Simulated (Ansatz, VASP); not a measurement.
# CaHfI2: VASP beside Ansatz

```
Ca Hf I
1.0
     5.73959    0.00000    0.00000
     0.00000    5.73959    0.00000
     0.00000    0.00000    3.65237
Ca Hf I
1 1 2
Direct
  0.50000 0.50000 0.50000
  0.00000 0.00000 0.00000
  0.50000 0.00000 0.00000
  0.00000 0.50000 0.00000
```

Alike in both runs: functional PBE; k mesh 4 × 4 × 6; occupations gaussian, width 0.1 eV; no spin polarisation.

Ansatz relaxed the structure, and its values are those at the end. VASP's run is a single point on that final structure, the one shown.

|  | VASP | Ansatz |
| --- | --- | --- |
| version | VASP 6.6.1 | Ansatz 0.2.0 |
| potentials or method | VASP PAW PBE potentials, release 64 (Ca_sv, Hf_pv, I) | scalar-relativistic, plane waves, PAW |
| plane-wave cutoff (eV) | 520 | 420 |
| valence electrons in the cell | 34 | 70 |

|  | VASP | Ansatz | Ansatz less VASP |
| --- | --- | --- | --- |
| gap on the k mesh at the Fermi level (eV) | none | none | - |
| pressure (GPa) | -0.1 | 0.0 | +0.10 |

A gap of «none» marks a metal or a gap that the smearing closes. The two sets of potentials don't hold the same shells in valence.

The runs have no spin-orbit coupling, so splittings on Hf, I are missing.
